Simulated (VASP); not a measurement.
Output of a VASP run:

**OSZICAR**
```
       N       E                     dE             d eps       ncg     rms          rms(c)
DAV:   1     0.197115060116E+03    0.19712E+03   -0.14761E+04  7086   0.244E+03
DAV:   2     0.867657420499E+01   -0.18844E+03   -0.18615E+03  7072   0.444E+02
DAV:   3    -0.801518545371E+01   -0.16692E+02   -0.16506E+02  8132   0.136E+02
DAV:   4    -0.850408146138E+01   -0.48890E+00   -0.48709E+00  8190   0.254E+01
DAV:   5    -0.852220385002E+01   -0.18122E-01   -0.18121E-01  9684   0.444E+00    0.283E+00
DAV:   6    -0.848152262086E+01    0.40681E-01   -0.55746E-02  9320   0.399E+00    0.154E+00
DAV:   7    -0.846754326206E+01    0.13979E-01   -0.31035E-02  9286   0.287E+00    0.200E-01
DAV:   8    -0.846680918766E+01    0.73407E-03   -0.25625E-03  8724   0.801E-01    0.291E-02
DAV:   9    -0.846681648333E+01   -0.72957E-05   -0.66513E-05  8758   0.889E-02    0.146E-02
DAV:  10    -0.846681510600E+01    0.13773E-05   -0.47018E-06  7886   0.290E-02    0.198E-03
DAV:  11    -0.846681527714E+01   -0.17115E-06   -0.34662E-07  3848   0.911E-03
   1 F= -.69106658E+01 E0= -.69106798E+01  d E =-.691067E+01
```

OUTCAR:
```
------------------------ aborting loop because EDIFF is reached ----------------------------------------
  FORCE on cell =-STRESS in cart. coord.  units (eV):
  Direction    XX          YY          ZZ          XY          YZ          ZX
  --------------------------------------------------------------------------------------
  Total        1.5518153      1.5518153      1.5360276      0.0000000     -0.0000000      0.0000000
  in kB       49.8607392     49.8607392     49.3534703      0.0000000     -0.0000000      0.0000000
  external PRESSURE =      -0.3083505 kB  Pullay stress =      50.0000000 kB
  volume of cell :       49.86
      direct lattice vectors                 reciprocal lattice vectors
    -2.842701548  2.842701548  1.542657003     0.000000000  0.175889024  0.324116118
     2.842701548 -2.842701548  1.542657003     0.175889024  0.000000000  0.324116118
     2.842701548  2.842701548 -1.542657003     0.175889024  0.175889024  0.000000000
 POSITION                                       TOTAL-FORCE (eV/Angst)
 -----------------------------------------------------------------------------------
      2.84270     -0.00000      0.77133         0.000000      0.000000      0.000000
      0.00000      0.00000      0.00000        -0.000000     -0.000000     -0.000000
 -----------------------------------------------------------------------------------
    total drift:                                0.000000     -0.000000     -0.000000
  FREE ENERGIE OF THE ION-ELECTRON SYSTEM (eV)
  ---------------------------------------------------
  free  energy   TOTEN  =        -8.4668152771 eV

  energy  without entropy=       -8.4668572935  energy(sigma->0) =       -8.46682928
  enthalpy is  TOTEN    =        -6.9106657669 eV   P V=        1.5561495103

 reached required accuracy - stopping structural energy minimisation
```
(Selected blocks of OUTCAR.)

File POSCAR:
```
Sn
1
   -2.8427015481     2.8427015481     1.5426570033
    2.8427015481    -2.8427015481     1.5426570033
    2.8427015481     2.8427015481    -1.5426570033
Sn
2
Direct
  0.2500000000   0.7500000000   0.5000000000
  0.0000000000   0.0000000000   0.0000000000
```

Task: Reconstruct the remaining input files.

Result: Several could match; the one computed here: the input of the run itself, PBEsol GGA, plane waves, VASP's PBE PAW potentials (set 64).

### INCAR
```
SYSTEM=Sn
PREC=Accurate; ENCUT=500; LREAL=F
LASPH=T
EDIFF=1E-6; NELM=100; ALGO=Normal
LMAXMIX=4
ISMEAR=1; SIGMA=0.1
GGA=PS
IBRION=2; NSW=40; ISIF=3
EDIFFG=-0.02; PSTRESS=50
LWAVE=F; LCHARG=F
```

File KPOINTS:
```
K-points
0
G
 13 13 13
```

POTCAR, in this order: Sn_d (PBE.64 set). Program: vasp_std.

The compound is Sn in the beta structure. It was relaxed first under an external pressure of 5 GPa.
